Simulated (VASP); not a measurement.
# Si (Fd-3m) in VASP: a series of runs

The runs below take Si through single point, relaxation of cell and atoms, with PBE+D3(BJ).

Program: VASP 6.6.1. These are calculated values, not measurements. Logs are shortened: lines on timing, memory, paths and dates and some standing lists are left out, and cuts for length are marked.

**1. The structure**

The structure is cubic, space group Fd-3m (No. 227). The conventional cell has a = 5.422 Å, b = 5.422 Å, c = 5.422 Å, α = 90.00°, β = 90.00°, γ = 90.00°. Si (site symmetry -43m) has 4 Si at 2.35 Å as nearest neighbours.

**2. Single point, PBE+D3(BJ)**

INCAR

```
SYSTEM = Si
PREC = Accurate ; ENCUT = 520
EDIFF = 1E-6 ; ISMEAR = 0
SIGMA = 0.02 ; LREAL = .False.
LASPH = .True. ; NELM = 100
ALGO = Fast ; ISIF = 2
LWAVE = .False. ; LCHARG = .True.
GGA = PE ; IVDW = 12
LELF = .True. ; LVHAR = .True.
NBANDS = 11
```

KPOINTS

```
Automatic mesh
0
Gamma
  12 12 12
  0 0 0
```

POSCAR

```
Si
1.0
    0.0000000000      2.7107602159      2.7107602159
    2.7107602159      0.0000000000      2.7107602159
    2.7107602159      2.7107602159      0.0000000000
Si
2
Direct
    0.5000000000      0.5000000000      0.5000000000
    0.7500000000      0.7500000000      0.7500000000
```

Potentials or basis: VASP PAW PBE potentials, release 64 (Si).

Launch:

```
cat potpaw_PBE.64/Si/POTCAR > POTCAR
mpirun -np 1 vasp_std > vasp.out
```

OUTCAR:

```text
SYSTEM = Si
   PREC = Accurate
   ENCUT = 520
   EDIFF = 1E-6
   ISMEAR = 0
   LREAL = .False.
   LASPH = .True.
   NELM = 100
   ISIF = 2
   GGA = PE
   IVDW = 12
 IVDW          = 12

 ion  position               nearest neighbor table
   1  0.500  0.500  0.500-   2 2.35   2 2.35   2 2.35   2 2.35
   2  0.750  0.750  0.750-   1 2.35   1 2.35   1 2.35   1 2.35

  LATTYP: Found a face centered cubic cell.
 ALAT       =     5.4215204318

  Lattice vectors:

 A1 = (   0.0000000000,   2.7107602159,   2.7107602159)
 A2 = (   2.7107602159,   0.0000000000,   2.7107602159)
 A3 = (   2.7107602159,   2.7107602159,   0.0000000000)

Analysis of symmetry for initial positions (statically):
=====================================================================
 Subroutine PRICEL returns:
 Original cell was already a primitive cell.

 Routine SETGRP: Setting up the symmetry group for a
 face centered cubic supercell.

 Subroutine GETGRP returns: Found 48 space group operations
 (whereof 24 operations were pure point group operations)
 out of a pool of 48 trial point group operations.

The static configuration has the point symmetry T_d .
 The point group associated with its full space group is O_h .

Analysis of symmetry for dynamics (positions and initial velocities):
=====================================================================
 Subroutine PRICEL returns:
 Original cell was already a primitive cell.

 Routine SETGRP: Setting up the symmetry group for a
 face centered cubic supercell.

 Subroutine GETGRP returns: Found 48 space group operations
 (whereof 24 operations were pure point group operations)
 out of a pool of 48 trial point group operations.

The dynamic configuration has the point symmetry T_d .
 The point group associated with its full space group is O_h .

 Subroutine INISYM returns: Found 48 space group operations
 (whereof 24 operations are pure point group operations),
 and found     1 'primitive' translations

----------------------------------------------------------------------------------------

                                     Primitive cell

  volume of cell :      39.8385

  direct lattice vectors                    reciprocal lattice vectors
     0.000000000  2.710760216  2.710760216    -0.184450103  0.184450103  0.184450103
     2.710760216  0.000000000  2.710760216     0.184450103 -0.184450103  0.184450103
     2.710760216  2.710760216  0.000000000     0.184450103  0.184450103 -0.184450103

  length of vectors
     3.833593862  3.833593862  3.833593862     0.319476949  0.319476949  0.319476949

  position of ions in fractional coordinates (direct lattice)
     0.500000000  0.500000000  0.500000000
     0.750000000  0.750000000  0.750000000

  ion indices of the primitive-cell ions
   primitive index   ion index
                 1           1
                 2           2

----------------------------------------------------------------------------------------

 KPOINTS: Automatic mesh

Automatic generation of k-mesh.
 Grid dimensions read from file:
 generate k-points for:   12   12   12

 Generating k-lattice:

  Cartesian coordinates                     Fractional coordinates (reciprocal lattice)
    -0.015370842  0.015370842  0.015370842     0.083333333  0.000000000  0.000000000
     0.015370842 -0.015370842  0.015370842     0.000000000  0.083333333  0.000000000
     0.015370842  0.015370842 -0.015370842     0.000000000  0.000000000  0.083333333

  Length of vectors
     0.026623079  0.026623079  0.026623079

  Shift w.r.t. Gamma in fractional coordinates (k-lattice)
     0.000000000  0.000000000  0.000000000

 Subroutine IBZKPT returns following result:
 ===========================================

 Found     72 irreducible k-points:

 Following reciprocal coordinates:
            Coordinates               Weight
  0.000000  0.000000  0.000000      1.000000
  0.083333  0.000000  0.000000      8.000000
  0.166667  0.000000  0.000000      8.000000
  0.250000  0.000000  0.000000      8.000000
  0.333333  0.000000  0.000000      8.000000
  0.416667  0.000000  0.000000      8.000000
[... 16 lines left out ...]
  0.500000  0.166667  0.000000     24.000000
 -0.416667  0.166667  0.000000     24.000000
 [... further k-points ...]
   k-points           NKPTS =     72   k-points in BZ     NKDIM =     72   number of bands    NBANDS=     11
   number of dos      NEDOS =    301   number of ions     NIONS =      2
   total plane-waves  NPLWV =  27000
   dimension x,y,z NGX =    30 NGY =   30 NGZ =   30
   dimension x,y,z NGXF=    60 NGYF=   60 NGZF=   60
   ions per type =               2
   NGX,Y,Z   is equivalent  to a cutoff of  13.01, 13.01, 13.01 a.u.
   NGXF,Y,Z  is equivalent  to a cutoff of  26.02, 26.02, 26.02 a.u.
 SYSTEM =  Si
   PREC   = accura    normal or accurate (medium, high low for compatibility)
   ISTART =      0    job   : 0-new  1-cont  2-samecut
   ICHARG =      2    charge: 1-file 2-atom 10-const
[... 24 lines left out ...]
   IMIX   =      4    mixing-type and parameters
     AMIX     =   0.40;   BMIX     =  1.00
     AMIX_MAG =   1.60;   BMIX_MAG =  1.00
  volume/ion in A,a.u.               =      19.92       134.42
  Fermi-wavevector in a.u.,A,eV,Ry     =   0.958673  1.811629 12.504482  0.919053
  Thomas-Fermi vector in A             =   2.087801
   LORBIT       =      0    0 simple, 1 ext, 2 COOP (PROOUT), +10 PAW based schemes
   GGA     = PE    functional components
   LHFCALC =     F    Hartree Fock is set to
   AEXX    =    0.0000 exact exchange contribution
   IVDW    =    12    specifies the selected vdW correction
   LEPSILON=     F    determine dielectric tensor
   LRPA    =     F    only Hartree local field effects (RPA)
 non-spin polarized calculation
 RMM-DIIS sequential band-by-band and
 Gauss-broadening in eV      SIGMA  =   0.02
  energy-cutoff  :      520.00
  volume of cell :       39.84
 maximum number of plane-waves:      1090
 NGX is ok and might be reduce to    30
   NGX = 15   NGY = 15   NGZ = 15

 number of electron       8.0000000 magnetization

 Free energy of the ion-electron system (eV)
  ---------------------------------------------------
  ext. energy  EPLUGINS =         0.00000000
  ---------------------------------------------------
  free energy    TOTEN  =       -10.84194084 eV

  energy without entropy =      -10.84194084  energy(sigma->0) =      -10.84194084

 E-fermi :   6.0337     XC(G=0):  -9.4290

 val. band max:        5.8774289749   @ k =   0.0000   0.0000   0.0000
 cond. band min:       6.4410503854   @ k =   0.4167   0.4167   0.0000
 fundamental gap:      0.5636214105
 Fermi energy:         6.0337368762

 k-point     1 :       0.0000    0.0000    0.0000
  band No.  band energies     occupation
      1      -6.1149      2.00000
      2       5.8774      2.00000
      3       5.8774      2.00000
      4       5.8774      2.00000
      5       8.4452      0.00000
      6       8.4452      0.00000
      7       8.4452      0.00000
      8       9.3099      0.00000
      9      13.6000      0.00000
     10      13.6000      0.00000
     11      13.8573      0.00000

 k-point     2 :       0.0833    0.0000    0.0000
  band No.  band energies     occupation
      1      -6.0235      2.00000
      2       5.0199      2.00000
      3       5.7332      2.00000
      4       5.7332      2.00000
      5       8.4984      0.00000
      6       8.6576      0.00000
      7       8.6576      0.00000
      8       9.9623      0.00000
      9      13.3301      0.00000
     10      13.3301      0.00000
     11      14.2439      0.00000

 k-point     3 :       0.1667    0.0000    0.0000
  band No.  band energies     occupation
      1      -5.7521      2.00000
      2       3.4950      2.00000
      3       5.4257      2.00000
      4       5.4257      2.00000
      5       8.2480      0.00000
      6       9.0949      0.00000
      7       9.0949      0.00000
      8      11.3808      0.00000
      9      12.9628      0.00000
     10      12.9628      0.00000
     11      14.9891      0.00000
[... 267 lines left out ...]
 k-point    23 :       0.5000    0.1667    0.0000
  band No.  band energies     occupation
      1      -3.6114      2.00000
      2      -0.7435      2.00000
      3       3.0933      2.00000
      4       4.0955      2.00000
      5       7.9212      0.00000
      6      10.0082      0.00000
      7      10.5040      0.00000
      8      12.3139      0.00000
      9      15.3224      0.00000
     10      16.3695      0.00000
     11      17.7019      0.00000

 k-point    24 :      -0.4167    0.1667    0.0000
  band No.  band energies     occupation
      1      -3.4960      2.00000
      2      -0.9045      2.00000
      3       2.8780      2.00000
      4       4.2804      2.00000
      5       8.0686      0.00000
      6       9.9588      0.00000
      7      10.2767      0.00000
      8      13.8765      0.00000
      9      14.4602      0.00000
     10      14.6742      0.00000
     11      17.0717      0.00000

 [... further k-points ...]

------------------------ aborting loop because EDIFF is reached ----------------------------------------

 Edisp (eV)   -0.63149

 E8    (eV) :    -0.2618

  FORCE on cell =-STRESS in cart. coord.  units (eV):
  Direction    XX          YY          ZZ          XY          YZ          ZX
  --------------------------------------------------------------------------------------
  -------------------------------------------------------------------------------------
  Total      -0.02180    -0.02180    -0.02180     0.00000    -0.00000     0.00000
  in kB      -0.87653    -0.87653    -0.87653     0.00000    -0.00000     0.00000
  external pressure =       -0.88 kB  Pullay stress =        0.00 kB

 VOLUME and BASIS-vectors are now :
 -----------------------------------------------------------------------------
  energy-cutoff  :      520.00
  volume of cell :       39.84
      direct lattice vectors                 reciprocal lattice vectors
     0.000000000  2.710760216  2.710760216    -0.184450103  0.184450103  0.184450103
     2.710760216  0.000000000  2.710760216     0.184450103 -0.184450103  0.184450103
     2.710760216  2.710760216  0.000000000     0.184450103  0.184450103 -0.184450103

 POSITION                                       TOTAL-FORCE (eV/Angst)
 -----------------------------------------------------------------------------------
      2.71076      2.71076      2.71076         0.000000     -0.000000     -0.000000
      4.06614      4.06614      4.06614        -0.000000      0.000000      0.000000
 -----------------------------------------------------------------------------------
    total drift:                                0.000000     -0.000000     -0.000000

  FREE ENERGIE OF THE ION-ELECTRON SYSTEM (eV)
  ---------------------------------------------------
  free  energy   TOTEN  =       -11.4734264934 eV

  energy  without entropy=      -11.4734264934  energy(sigma->0) =      -11.47342649
```

Wall time 20 s (1 thread of AMD EPYC 9R14 (Zen 4), shared host); peak memory 0.14 GiB.

Results:

```yaml
Free_energy: -11.4734 eV
Pressure: -0.1 GPa
Band_gap_on_the_k_mesh: 0.56 eV, indirect (least direct gap 2.57 eV)
Dispersion_energy_per_atom: -0.316 eV
```

A k mesh can miss the band edges. A hybrid or GW would open this gap; PBE tends to underestimate it.

**3. Relaxation of cell and atoms, PBE+D3(BJ)**

INCAR

```
SYSTEM = Si
ALGO     = Normal         ! electronic algorithm
EDIFF    = 1E-6           ! SCF threshold, eV
EDIFFG   = -0.005         ! ionic threshold
ENCUT    = 600            ! plane-wave cutoff, eV
GGA      = PE             ! functional
IBRION   = 2              ! ionic algorithm
ISIF     = 3              ! what is computed and relaxed
ISMEAR   = 0              ! smearing method
IVDW     = 12             ! dispersion correction
LASPH    = .TRUE.         ! aspherical terms in the spheres
LCHARG   = .FALSE.        ! write CHGCAR
LREAL    = .FALSE.        ! projectors in reciprocal space
LWAVE    = .FALSE.        ! write WAVECAR
NELM     = 100            ! most SCF steps
NSW      = 100            ! ionic steps
PREC     = Accurate       ! precision mode
SIGMA    = 0.02           ! smearing width, eV
```

KPOINTS

```
k-points
0
G
  12 12 12
  0 0 0
```

POSCAR is that of step 2.

Potentials or basis: VASP PAW PBE potentials, release 64 (Si).

Launch:

```
cat potpaw_PBE.64/Si/POTCAR > POTCAR
mpirun -np 1 vasp_std > vasp.out
```

Run time: 22 s. Hardware: 1 thread of AMD EPYC 9R14 (Zen 4), shared host; peak memory 0.15 GiB.

The run converged. Its results:

```
Free energy                            : -11.4736 eV
Relaxed volume                         : 19.90 Å³/atom
Relaxed cell                           : a = 3.833 Å, b = 3.833 Å, c = 3.833 Å, α = 60.00°, β = 60.00°, γ = 60.00°
Space group after relaxing (to 0.05 Å) : Fd-3m (No. 227)
Energy gained by relaxing              : 0.0 meV/atom
Ionic steps                            : 3
Pressure after relaxing                : 0.0 GPa
Band gap on the k mesh                 : 0.56 eV, indirect (least direct gap 2.57 eV)
Dispersion energy per atom             : -0.316 eV
```

Final structure:
```
Si
1.0
     0.00000    2.71002    2.71002
     2.71002    0.00000    2.71002
     2.71002    2.71002    0.00000
Si
2
Direct
  0.50000 0.50000 0.50000
  0.75000 0.75000 0.75000
```

Levels at points of the mesh, in eV from the valence-band top:
```
           k point  band 1  band 2  band 3  band 4  band 5  band 6  band 7  band 8
(0.00, 0.00, 0.00)  -12.00    0.00    0.00    0.00    2.57    2.57    2.57    3.44
(0.50, 0.00, 0.00)   -9.65   -6.99   -1.20   -1.20    1.56    3.34    3.34    7.74
(0.50, 0.50, 0.00)   -7.83   -7.83   -2.86   -2.86    0.70    0.70   10.17   10.17
```

A k mesh can miss the band edges.

**4. Single point, PBE+D3(BJ) (clean slab, lower planes held)**

INCAR

```
PREC     = Accurate       # precision mode
ENCUT    = 520            # plane-wave cutoff, eV
EDIFF    = 1E-6           # SCF threshold, eV
ISMEAR   = 0              # smearing method
SIGMA    = 0.05           # smearing width, eV
LREAL    = Auto         
LASPH    = True           # aspherical terms in the spheres
NELM     = 100            # most SCF steps
ALGO     = Fast           # electronic algorithm
ISIF     = 2              # what is computed and relaxed
LWAVE    = False          # write WAVECAR
LCHARG   = False          # write CHGCAR
LDIPOL   = True         
IDIPOL   = 3            
DIPOL    = 0.5 0.5 0.490
GGA      = PE             # functional
IVDW     = 12             # dispersion correction
NBANDS   = 62             # bands
```

KPOINTS

```
regular mesh
0
Gamma
  2 3 1
```

POSCAR

```
Si4F
1.0
    7.6671877233      0.0000000000      0.0000000000
    0.0000000000      5.4215204318      0.0000000000
    0.0000000000      0.0000000000     23.0767894882
Si F
16 4
Direct
    0.2500000000      0.0000000000      0.4041462830
    0.7500000000      0.0000000000      0.4041462830
    0.5000000000      0.2500000000      0.4041462830
    0.0000000000      0.2500000000      0.4041462830
    0.5000000000      0.5000000000      0.4872079642
    0.0000000000      0.5000000000      0.4872079642
    0.7500000000      0.7500000000      0.4872079642
    0.2500000000      0.7500000000      0.4872079642
    0.7500000000      0.0080808364      0.5687688154
    0.2500000000      0.0080808364      0.5687688154
    0.0000000000      0.2419191636      0.5687688154
    0.5000000000      0.2419191636      0.5687688154
    0.0000000000      0.5161622851      0.6437617783
    0.5000000000      0.5161622851      0.6437617783
    0.2500000000      0.7338377149      0.6437617783
    0.7500000000      0.7338377149      0.6437617783
    0.2500000000      0.8290122145      0.3466302877
    0.7500000000      0.8290122145      0.3466302877
    0.5000000000      0.4209877855      0.3466302877
    0.0000000000      0.4209877855      0.3466302877
```

Potentials or basis: VASP PAW PBE potentials, release 64 (Si, F).

Launch:

```
cat potpaw_PBE.64/Si/POTCAR potpaw_PBE.64/F/POTCAR > POTCAR
mpirun -np 1 vasp_std > vasp.out
```

Wall time 5.2 min (1 thread of Intel Xeon Platinum 8375C at 2.90GHz (Ice Lake), shared host); peak memory 0.88 GiB.

It converged, with:

- Free energy: -106.8396 eV
- Largest force: 0.312 eV/Å
- Band gap on the k mesh: none (metal or under the smearing width)
- Dispersion energy per atom: -0.215 eV

Forces on the atoms (eV/Å):
```
Si   0.000  0.297  0.096
Si   0.000  0.297  0.096
Si   0.000 -0.297  0.096
Si   0.000 -0.297  0.096
Si   0.000  0.174  0.079
Si   0.000  0.174  0.079
Si   0.000 -0.174  0.079
Si   0.000 -0.174  0.079
Si   0.000 -0.002 -0.003
Si   0.000 -0.002 -0.003
Si   0.000  0.002 -0.003
Si   0.000  0.002 -0.003
Si   0.000  0.010 -0.002
Si   0.000  0.010 -0.002
Si   0.000 -0.010 -0.002
Si   0.000 -0.010 -0.002
F    0.000 -0.123 -0.171
F    0.000 -0.123 -0.171
F    0.000  0.123 -0.171
F    0.000  0.123 -0.171
```

Levels at points of the mesh, in eV from the Fermi level:
| k point | band 43 | band 44 | band 45 | band 46 | band 47 | band 48 | band 49 | band 50 |
| --- | --- | --- | --- | --- | --- | --- | --- | --- |
| (0.00, 0.00, 0.00) | -0.82 | -0.30 | -0.30 | -0.26 | -0.19 | 0.77 | 1.03 | 1.49 |
| (0.50, 0.00, 0.00) | -1.75 | -1.75 | -0.63 | -0.63 | 0.88 | 0.88 | 1.32 | 1.32 |

Caveat: the k mesh is coarse (spacing up to 0.41 Å⁻¹), so the values aren't converged.

**5. Single point, PBE+D3(BJ)**

This run uses another cell than the first one, of 20.02 Å³/atom, 1.005 times its volume.

INCAR

```
PREC = Accurate ; ENCUT = 520
EDIFF = 1E-6 ; ISMEAR = 0
SIGMA = 0.1 ; LREAL = False
LASPH = True ; NELM = 100
ALGO = Normal ; ISIF = 2
LWAVE = False ; LCHARG = False
GGA = PE ; IVDW = 12
NBANDS = 11
```

KPOINTS

```
regular mesh
0
Gamma
  6 6 6
```

POSCAR

```
Si
1.0
    0.0000000000      2.7154700000      2.7154700000
    2.7154700000      0.0000000000      2.7154700000
    2.7154700000      2.7154700000      0.0000000000
Si
2
Direct
    0.5000000000      0.5000000000      0.5000000000
    0.7500000000      0.7500000000      0.7500000000
```

Potentials or basis: VASP PAW PBE potentials, release 64 (Si).

Launch:

```
cat potpaw_PBE.64/Si/POTCAR > POTCAR
mpirun -np 1 vasp_std > vasp.out
```

Run time: 5.7 s. Hardware: 1 thread of Intel Xeon Platinum 8375C at 2.90GHz (Ice Lake), shared host; peak memory 0.16 GiB.

It converged, with:

```
Free energy                : -11.4492 eV
Pressure                   : -0.5 GPa
Band gap on the k mesh     : 0.71 eV, indirect (least direct gap 2.56 eV)
Dispersion energy per atom : -0.314 eV
```

Levels at points of the mesh, in eV from the valence-band top:
| k point | band 1 | band 2 | band 3 | band 4 | band 5 | band 6 | band 7 | band 8 | band 9 |
| --- | --- | --- | --- | --- | --- | --- | --- | --- | --- |
| (0.00, 0.00, 0.00) | -11.96 | 0.00 | 0.00 | 0.00 | 2.56 | 2.56 | 2.56 | 3.37 | 7.72 |
| (0.50, 0.00, 0.00) | -9.63 | -6.97 | -1.20 | -1.20 | 1.54 | 3.34 | 3.34 | 7.73 | 10.55 |
| (0.50, 0.50, 0.00) | -7.81 | -7.81 | -2.85 | -2.85 | 0.71 | 0.71 | 10.11 | 10.11 | 10.97 |

A k mesh can miss the band edges.

**6. Overview**

| task | potentials or basis | cell | k mesh | cutoff (eV) | smearing | dipole correction | mesh quality | gap on the mesh (eV) | pressure (GPa) |
| --- | --- | --- | --- | --- | --- | --- | --- | --- | --- |
| single point | VASP PAW PBE potentials, release 64 (Si) | Fd-3m, 19.92 Å³/atom | 12 × 12 × 12 | 520 | gaussian 0.02 eV | no | not flagged | 0.56 | -0.1 |
| relaxation of cell and atoms | VASP PAW PBE potentials, release 64 (Si) | relaxed | 12 × 12 × 12 | 600 | gaussian 0.02 eV | no | not flagged | 0.56 | 0.0 |
| single point | VASP PAW PBE potentials, release 64 (Si, F) | clean slab, lower planes held | 2 × 3 × 1 | 520 | gaussian 0.05 eV | yes | coarse | none | - |
| single point | VASP PAW PBE potentials, release 64 (Si) | Fd-3m, 20.02 Å³/atom | 6 × 6 × 6 | 520 | gaussian 0.1 eV | no | not flagged | 0.71 | -0.5 |

Alike in all rows: level PBE+D3(BJ); no spin polarisation.

Caveats: some runs use coarse meshes.

Absolute energies hang on the potentials; compare differences alone.
